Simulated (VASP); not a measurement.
Input of a VASP 6.6.1 run:

File INCAR:

```
  ALGO = Normal
  EDIFF = 1E-6
  ENCUT = 520
  GGA = PE
  ISIF = 2
  ISMEAR = -1
  LASPH = True
  LCHARG = False
  LREAL = False
  LWAVE = False
  NBANDS = 27
  NELM = 100
  PREC = Accurate
  SIGMA = 0.02
```

File KPOINTS:

```
k-points
0
Gamma
  4 4 4
```

The input POSCAR:

```
NaCaBr3
1.0
    5.6413113660      0.1410327841      0.0000000000
    0.1410327841      5.6413113660      0.0000000000
    0.0000000000      0.0000000000      5.6413113660
Na Ca Br
1 1 3
Direct
    0.0000000000      0.0000000000      0.0000000000
    0.5000000000      0.5000000000      0.5000000000
    0.5000000000      0.5000000000      0.0000000000
    0.5000000000      0.0000000000      0.5000000000
    0.0000000000      0.5000000000      0.5000000000
```

Potentials or basis: VASP PAW PBE potentials, release 64 (Na_pv, Ca_sv, Br).

Command:

```bash
$ cat potpaw_PBE.64/Na_pv/POTCAR potpaw_PBE.64/Ca_sv/POTCAR potpaw_PBE.64/Br/POTCAR > POTCAR
$ mpirun -np 1 vasp_std > vasp.out
```

**Question.** Predict the pressure.

**Answer.** 0.5 GPa.

**Question.** What does it give for the band gap on the k mesh?

**Answer.** 3.04 eV, indirect (least direct gap 3.29 eV).

Stress tensor (GPa, compression positive):
```
 0.48 -0.25  0.00
-0.25  0.48  0.00
 0.00  0.00  0.48
```

A k mesh can miss the band edges.
